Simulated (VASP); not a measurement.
Ag (relaxed from the omega structure, space group P6/mmm): computed properties

The numbers are results of PBEsol GGA, VASP's PBE PAW potentials (set 64) (plane waves; VASP), not measurements.

- space group: P6/mmm (191)
- cell: a = b = 4.628 Å, c = 2.737 Å, α = β = 90.00°, γ = 120.00°
- volume per atom: 16.92 Å^3/atom
- band gap (over mesh and band path): none (metal, semimetal or under 0.01 eV)
- density: 10.58 g/cm³

```cif
data_Ag3
_chemical_formula_sum 'Ag3'
_space_group_name_H-M_alt 'P 1'
_space_group_IT_number 1
_cell_length_a 4.62840
_cell_length_b 4.62840
_cell_length_c 2.73685
_cell_angle_alpha 90.000
_cell_angle_beta 90.000
_cell_angle_gamma 120.000
loop_
_space_group_symop_operation_xyz
  'x, y, z'
loop_
_atom_site_label
_atom_site_type_symbol
_atom_site_fract_x
_atom_site_fract_y
_atom_site_fract_z
_atom_site_occupancy
Ag1 Ag 0.00000 0.00000 0.00000 1
Ag2 Ag 0.33333 0.66667 0.50000 1
Ag3 Ag 0.66667 0.33333 0.50000 1
```

The structure was generated: Ag was put into the omega type (P6/mmm), which need not be its known phase. It was relaxed first. Symmetry was kept, so distortions that lower it aren't found.
